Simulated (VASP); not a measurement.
Data:

```yaml
crystal:
  lattice:
    - [0.00000, 1.82066, 1.82066]
    - [1.82066, 0.00000, 1.82066]
    - [1.82066, 1.82066, 0.00000]
  atoms:
    - { symbol: Cu, position: [0.00000, 0.00000, 0.00000] }
```

Method: rev-vdW-DF2, VASP's PBE PAW potentials (set 64) (plane waves; VASP). Settings: 520 eV cut-off, 17×17×17 Γ-centred mesh, first-order Methfessel-Paxton smearing of 0.10 eV, potentials Cu.

Task: Predict the energy per atom (σ→0), pressure, band gap (on the k-mesh) with the smallest direct gap where there is one.

Result: 
| Item | Value |
|---|---|
| band gap (on the k-mesh) | none (metal, semimetal or under 0.01 eV) |
| energy per atom (σ→0) | -1.206 eV/atom |
| pressure | -4.23 GPa |

Only differences to runs with the same potentials and settings are physical.

The compound is Cu in the fcc structure. This cell is one point of a volume scan, at 1.03 of the reference volume.
